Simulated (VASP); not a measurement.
# Ba2BiSb2 (Immm) in VASP: single point with PBE

Aim: the single point of Ba2BiSb2 with PBE.

Everything below comes from runs of VASP 6.6.1. Logs are shortened: lines on timing, memory, paths and dates and some standing lists are left out, and cuts for length are marked.

## 1. Starting point

It takes space group Immm (No. 71, orthorhombic). Conventional cell: a = 4.809 Å, b = 7.698 Å, c = 9.913 Å, α = 90.00°, β = 90.00°, γ = 90.00°. Bi (site symmetry mmm) has 4 Sb at 3.31 Å and 4 Ba at 3.68 Å as nearest neighbours. Around Ba (site symmetry mm2) lie 6 Sb at 3.60 Å and 2 Bi at 3.68 Å. Sb (site symmetry m2m) is surrounded by 1 Sb at 3.14 Å and 2 Bi at 3.31 Å and 6 Ba at 3.60 Å.

## 2. Single point, PBE

INCAR

```
PREC = Accurate
ENCUT = 520
EDIFF = 1E-7
ISMEAR = -1
SIGMA = 0.1
LREAL = False
LASPH = True
NELM = 100
ALGO = Fast
ISIF = 2
LWAVE = False
LCHARG = False
GGA = PE
NBANDS = 30
```

KPOINTS

```
Automatic mesh
0
Gamma
  6 6 6
```

POSCAR

```
Ba2BiSb2
1.0
   -2.4045007500      3.8490230000      4.9565968787
    4.8090010000      0.0000000000      0.0000002426
    2.4045007500      3.8490230000     -4.9565968787
Bi Ba Sb
1 2 2
Direct
    0.0000000000      0.0000000000      0.0000000000
    0.7187233753      0.2187233753      0.2812766247
    0.2812766247      0.7812766247      0.7187233753
    0.7040111604      0.5000000000      0.7040111604
    0.2959888396      0.5000000000      0.2959888396
```

Potentials or basis: VASP PAW PBE potentials, release 64 (Bi_d, Ba_sv, Sb).

Run with:

```bash
> cat potpaw_PBE.64/Bi_d/POTCAR potpaw_PBE.64/Ba_sv/POTCAR potpaw_PBE.64/Sb/POTCAR > POTCAR
> mpirun -np 1 vasp_std > vasp.out
```

OUTCAR:

```text
PREC = Accurate
   ENCUT = 520
   EDIFF = 1E-7
   ISMEAR = -1
   LREAL = False
   LASPH = True
   NELM = 100
   ISIF = 2
   GGA = PE

 ion  position               nearest neighbor table
   1  0.000  0.000  0.000-   4 3.31   5 3.31   4 3.31   5 3.31   2 3.68   3 3.68   3 3.68   2 3.68

   2  0.719  0.219  0.281-   5 3.60   4 3.60   4 3.60   5 3.60   4 3.60   5 3.60   1 3.68   1 3.68
                             3 4.34   3 4.58   3 4.58   3 4.58   3 4.58
   3  0.281  0.781  0.719-   4 3.60   5 3.60   4 3.60   5 3.60   5 3.60   4 3.60   1 3.68   1 3.68
                             2 4.34   2 4.58   2 4.58   2 4.58   2 4.58
   4  0.704  0.500  0.704-   5 3.14   1 3.31   1 3.31   3 3.60   2 3.60   2 3.60   3 3.60   2 3.60
                             3 3.60
   5  0.296  0.500  0.296-   4 3.14   1 3.31   1 3.31   2 3.60   3 3.60   2 3.60   3 3.60   3 3.60
                             2 3.60

  LATTYP: Found a body centered orthorhombic cell.
 ALAT       =     4.8090010000
 B/A-ratio  =     1.6007578289
 C/A-ratio  =     2.0613832270

  Lattice vectors:

 A1 = (  -2.4045007500,   3.8490230000,   4.9565968787)
 A2 = (   2.4045002500,  -3.8490230000,   4.9565971213)
 A3 = (   2.4045007500,   3.8490230000,  -4.9565968787)

Analysis of symmetry for initial positions (statically):
=====================================================================
 Subroutine PRICEL returns:
 Original cell was already a primitive cell.

 Routine SETGRP: Setting up the symmetry group for a
 body centered orthorhombic supercell.

 Subroutine GETGRP returns: Found  8 space group operations
 (whereof  8 operations were pure point group operations)
 out of a pool of  8 trial point group operations.

The static configuration has the point symmetry D_2h.

Analysis of symmetry for dynamics (positions and initial velocities):
=====================================================================
 Subroutine PRICEL returns:
 Original cell was already a primitive cell.

 Routine SETGRP: Setting up the symmetry group for a
 body centered orthorhombic supercell.

 Subroutine GETGRP returns: Found  8 space group operations
 (whereof  8 operations were pure point group operations)
 out of a pool of  8 trial point group operations.

The dynamic configuration has the point symmetry D_2h.

 Subroutine INISYM returns: Found  8 space group operations
 (whereof  8 operations are pure point group operations),
 and found     1 'primitive' translations

[... 100 lines left out ...]
   EDIFF  = 0.1E-06   stopping-criterion for ELM
   LREAL  =      F    real-space projection
   EDIFFG = 0.1E-05   stopping-criterion for IOM
   NSW    =      0    number of steps for IOM
   IBRION =     -1    ionic relax: 0-MD 1-quasi-New 2-CG
   NFREE  =      0    steps in history (QN), initial steepest desc. (CG)
   ISIF   =      2    stress and relaxation
   ISYM   =      2    0-nonsym 1-usesym 2-fastsym
   POTIM  = 0.5000    time-step for ionic-motion
   TEBEG  =    0.0;   TEEND  =   0.0 temperature during run
   PSTRESS=    0.0 pullay stress
   NELECT =      45.0000    total number of electrons
   NUPDOWN=      -1.0000    fix difference up-down
   EMIN   =  10.00;   EMAX   =-10.00  energy-range for DOS
   EFERMI =   0.00;   METHOD = LEGACY
   ISMEAR =    -1;   SIGMA  =   0.10  broadening in eV -4-tet -1-fermi 0-gaus
   EFERMI_NEDOS =   21; number of points for ismear=-14 and -15
   IALGO  =     68    algorithm
   IMIX   =      4    mixing-type and parameters
     AMIX     =   0.40;   BMIX     =  1.00
     AMIX_MAG =   1.60;   BMIX_MAG =  1.00
  volume/ion in A,a.u.               =      36.70       247.65
  Fermi-wavevector in a.u.,A,eV,Ry     =   1.024722  1.936444 14.286865  1.050055
  Thomas-Fermi vector in A             =   2.158524
   LORBIT       =      0    0 simple, 1 ext, 2 COOP (PROOUT), +10 PAW based schemes
   GGA     = PE    functional components
   LHFCALC =     F    Hartree Fock is set to
   AEXX    =    0.0000 exact exchange contribution
   IVDW    =     0    specifies the selected vdW correction
   LEPSILON=     F    determine dielectric tensor
   LRPA    =     F    only Hartree local field effects (RPA)
 non-spin polarized calculation
 RMM-DIIS sequential band-by-band and
  energy-cutoff  :      520.00
  volume of cell :      183.49
 maximum number of plane-waves:      4971
 NGX is ok and might be reduce to    50
   NGX = 25   NGY = 17   NGZ = 25

 number of electron      44.9999995 magnetization

 Free energy of the ion-electron system (eV)
  ---------------------------------------------------
  ext. energy  EPLUGINS =         0.00000000
  ---------------------------------------------------
  free energy    TOTEN  =       -20.16200263 eV

  energy without entropy =      -20.08806478  energy(sigma->0) =      -20.12503371

 E-fermi :   4.7044     XC(G=0):  -9.0726

 val. band max:        4.6969838678   @ k =   0.1667   0.3333   0.0000
 cond. band min:       4.7109780348   @ k =   0.5000   0.0000   0.5000
 fundamental gap:      0.0139941670
 Fermi energy:         4.7044414507

 k-point     1 :       0.0000    0.0000    0.0000
  band No.  band energies     occupation
      1     -23.2540      2.00000
      2     -23.2200      2.00000
      3     -17.9122      2.00000
      4     -17.9092      2.00000
      5     -17.7764      2.00000
      6     -17.7694      2.00000
[... 781 lines left out ...]
     29       7.7719      0.00000
     30       8.4128      0.00000

 [... further k-points ...]

------------------------ aborting loop because EDIFF is reached ----------------------------------------

  FORCE on cell =-STRESS in cart. coord.  units (eV):
  Direction    XX          YY          ZZ          XY          YZ          ZX
  --------------------------------------------------------------------------------------
  -------------------------------------------------------------------------------------
  Total        1.1217920      0.4201915      2.1563532      0.0000000      0.0000000     -0.0000001
  in kB        9.7949889      3.6689248     18.8283171      0.0000000      0.0000000     -0.0000005
  external PRESSURE =      10.7640769 kB  Pullay stress =       0.0000000 kB

 VOLUME and BASIS-vectors are now :
 -----------------------------------------------------------------------------
  energy-cutoff  :      520.00
  volume of cell :      183.49
      direct lattice vectors                 reciprocal lattice vectors
    -2.404500750  3.849023000  4.956596879    -0.000000005  0.129903095  0.100875661
     4.809001000  0.000000000  0.000000243     0.207943391  0.000000000  0.100875672
     2.404500750  3.849023000 -4.956596879     0.000000005  0.129903095 -0.100875661

 POSITION                                       TOTAL-FORCE (eV/Angst)
 -----------------------------------------------------------------------------------
      0.00000      0.00000      0.00000         0.000000      0.000000      0.000000
     -0.00000      3.84902      2.16825         0.000000      0.000000     -0.001538
      4.80900      3.84902     -2.16825        -0.000000      0.000000      0.001538
      2.40450      5.41951      0.00000         0.000000      0.004785      0.000000
      2.40450      2.27854      0.00000         0.000000     -0.004785      0.000000
 -----------------------------------------------------------------------------------
    total drift:                               -0.000000     -0.000000      0.000000

  FREE ENERGIE OF THE ION-ELECTRON SYSTEM (eV)
  ---------------------------------------------------
  free  energy   TOTEN  =       -20.1620026284 eV

  energy  without entropy=      -20.0880647839  energy(sigma->0) =      -20.12503371
```

Wall time 2.9 min (1 thread of Intel Xeon 6975P-C (Granite Rapids), shared host); peak memory 0.46 GiB.

What came out:

| Quantity | Value |
| --- | --- |
| Free energy | -20.1620 eV |
| Pressure | 1.1 GPa |
| Largest force | 0.005 eV/Å |
| Band gap on the k mesh | none (metal or under the smearing width) |

Forces in eV/Å, atoms in the order of the input:
```
Bi   0.000  0.000  0.000
Ba   0.000  0.000 -0.002
Ba   0.000  0.000  0.002
Sb   0.000  0.005  0.000
Sb   0.000 -0.005  0.000
```

Caveat: spin-orbit coupling is left out, which moves the levels of the heavy elements.
